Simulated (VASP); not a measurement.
TmTa, 2 atoms in the cell. The typed cell holds 2 atoms: a = 3.361 Å, b = 3.364 Å, c = 3.395 Å, α = 90.36°, β = 87.39°, γ = 87.62°. The cell was built by a generator and needn't be a form met in nature.

| Item | Value |
| --- | --- |
| Program | VASP 6.6.1 |
| Task | single point |
| Functional | PBE |
| Potentials or basis | VASP PAW PBE potentials, release 64 (Ta_pv, Tm) |
| Cutoff | 520 eV |
| k mesh | 5 × 5 × 5, shifted |
| Occupations | fermi-dirac, width 0.1 eV |
| Spin | collinear spin, twin_end start |
| Starting moments | [-0.09, 1.44] μB |
| Dipole correction | no |
| Further INCAR settings | ALGO = Normal; EDIFF = 1e-06; NBANDS = 28 |

Potentials or basis: VASP PAW PBE potentials, release 64 (Ta_pv, Tm).

Run with:

```sh
$ cat potpaw_PBE.64/Ta_pv/POTCAR potpaw_PBE.64/Tm/POTCAR > POTCAR
$ mpirun -np 1 vasp_std > vasp.out
```

Hardware: 1 thread of Intel(R) Xeon(R) Platinum 8259CL CPU @ 2.50GHz (Skylake/Cascade Lake), on a shared host.

Task: How long does it take, and how much memory?

Result: It took 18 min on 1 thread of Intel(R) Xeon(R) Platinum 8259CL CPU @ 2.50GHz (Skylake/Cascade Lake), on a shared host, peak memory 0.29 GiB. Counts: scf iterations 116, k points 63.
